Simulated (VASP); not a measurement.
These are PBE GGA, VASP's PBE PAW potentials (set 64) (plane waves; VASP) values and carry that method's errors.

VASP ran on this input.

File KPOINTS:
```
Automatic
0
G
9 9 9
0 0 0
```

### INCAR
```
SYSTEM=Pt3Ti
PREC=Accurate; ENCUT=400; LREAL=.FALSE.
LASPH=.TRUE.
EDIFF=1E-7; NELM=100; ALGO=Normal
LMAXMIX=6
ISMEAR=-5
GGA=PE
ISIF=2
LWAVE=.FALSE.; LCHARG=.TRUE.; LORBIT=11
NEDOS=601
LEFG=.TRUE.
```

File POSCAR:
```
Pt3Ti
7.89060
  0.5000000059   0.0000000000   0.0000000000
  0.0000000000   0.5000000059   0.0000000000
  0.0000000000   0.0000000000   0.5000000059
Ti Pt
1 3
Direct
  0.0000000000   0.0000000000   0.0000000000
  0.0000000000   0.5000000000   0.5000000000
  0.5000000000   0.0000000000   0.5000000000
  0.5000000000   0.5000000000   0.0000000000
```

POTCAR, in this order: Ti_sv Pt (PBE.64 set). Program: vasp_std.

Problem. What will the output report for the number of irreducible k-points (NKPTS), number of bands (NBANDS), largest plane-wave count, number of space-group operations, FFT grid (NGX, NGY, NGZ)?

Solution. 
```yaml
number of irreducible k-points (NKPTS): 35
number of bands (NBANDS): 25
largest_plane_wave_count: 1141
number_of_space_group_operations: 48
FFT grid (NGX, NGY, NGZ): 28 × 28 × 28
```

The compound is Pt3Ti in the L1_2 structure. It was relaxed first.
